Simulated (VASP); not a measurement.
VASP ran on this input.

### INCAR
```
ALGO = Normal
EDIFF = 1E-6
EDIFFG = -0.02
ENCUT = 520
GGA = PE
IBRION = 2
ISIF = 3
ISMEAR = 0
LASPH = .TRUE.
LCHARG = .FALSE.
LMAXMIX = 4
LREAL = .FALSE.
LWAVE = .FALSE.
NELM = 100
NSW = 60
PREC = Accurate
SIGMA = 0.05
SYSTEM = MoS2
```

**POSCAR**
```
MoS2
1
    1.5907884733    -2.7553261789    -0.0000000000
    1.5907884733     2.7553261789     0.0000000000
   -0.0000000000     0.0000000000    13.9423666606
Mo S
2 4
Direct
  0.3333330000   0.6666670000   0.2500000000
  0.6666670000   0.3333330000   0.7500000000
  0.3333330000   0.6666670000   0.8620531608
  0.6666670000   0.3333330000   0.3620531608
  0.6666670000   0.3333330000   0.1379468392
  0.3333330000   0.6666670000   0.6379468392
```

**KPOINTS**
```
Automatic mesh
0
Gamma
7 7 2
0 0 0
```

POTCAR, in this order: Mo_sv S (PBE.64 set). Program: vasp_std.

Translate this PBE calculation to Quantum ESPRESSO's pw.x.

One equivalent input (not run):
```
&CONTROL
  calculation = 'vc-relax'
  pseudo_dir = './pseudo'
  outdir = './out'
  tprnfor = .true.
  tstress = .true.
  nstep = 60
  forc_conv_thr = 0.00078
/
&SYSTEM
  ibrav = 0
  nat = 6
  ntyp = 2
  ecutwfc = 80
  occupations = 'smearing'
  smearing = 'gaussian'
  degauss = 0.003675
  input_dft = 'pbe'
/
&ELECTRONS
  conv_thr = 7.3e-08
  electron_maxstep = 100
/
&IONS
/
&CELL
/
ATOMIC_SPECIES
  Mo 95.950 Mo.upf
  S 32.060 S.upf
CELL_PARAMETERS angstrom
     1.5907885   -2.7553262   -0.0000000
     1.5907885    2.7553262    0.0000000
    -0.0000000    0.0000000   13.9423667
ATOMIC_POSITIONS crystal
  Mo   0.3333330  0.6666670  0.2500000
  Mo   0.6666670  0.3333330  0.7500000
  S    0.3333330  0.6666670  0.8620532
  S    0.6666670  0.3333330  0.3620532
  S    0.6666670  0.3333330  0.1379468
  S    0.3333330  0.6666670  0.6379468
K_POINTS automatic
  7 7 2 0 0 0
```
Limits of the translation: the potentials are each code's own (VASP's PAW set, PseudoDojo norm-conserving files in pw.x), so ENCUT and ecutwfc are chosen apart and not converted; conv_thr bounds pw.x's estimated SCF error, while EDIFF bounds the energy change between steps; forc_conv_thr acts on force components and is met together with etot_conv_thr.

The compound is MoS2 in the 2H layered structure. This run relaxes it. Symmetry was kept, so distortions that lower it aren't found. The start is the result of an earlier pass.
